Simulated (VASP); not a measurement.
Given:

```yaml
crystal:
  lattice:
    - [0.00000, 3.18120, 3.18120]
    - [3.18120, 0.00000, 3.18120]
    - [3.18120, 3.18120, 0.00000]
  atoms:
    - { symbol: Ba, position: [0.00000, 0.00000, 0.00000] }
    - { symbol: S, position: [0.50000, 0.50000, 0.50000] }
```

The numbers are results of PBEsol GGA, VASP's PBE PAW potentials (set 64) (plane waves; VASP), not measurements. Run with 400 eV cut-off, Gaussian smearing of 0.050 eV, potentials Ba_sv S.

Unless said otherwise, spin-orbit coupling is left out, though it shifts the bands of the heavy elements here.

Question: Give the energies of bands 6 to 11 at the high-symmetry points, in eV from the valence-band maximum.

Answer: 
```json
[
 {"band": "6", "Γ": "0.00", "X": "-0.53", "U": "-0.99", "L": "-2.02", "W": "-1.16"},
 {"band": "7", "Γ": "0.00", "X": "-0.13", "U": "-0.63", "L": "-1.13", "W": "-0.50"},
 {"band": "8", "Γ": "0.00", "X": "-0.13", "U": "-0.55", "L": "-1.13", "W": "-0.50"},
 {"band": "9", "Γ": "3.46", "X": "1.96", "U": "3.18", "L": "5.51", "W": "4.20"},
 {"band": "10", "Γ": "3.78", "X": "5.93", "U": "5.91", "L": "5.56", "W": "4.20"},
 {"band": "11", "Γ": "3.78", "X": "5.99", "U": "6.61", "L": "6.31", "W": "6.30"}
]
```

The gap is indirect, 1.96 eV, from the valence maximum at Γ to the conduction minimum at X.

The structure was generated: BaS was put into the rock salt type (Fm-3m), which need not be its known phase. It was relaxed first, which changed the volume by -22 %.
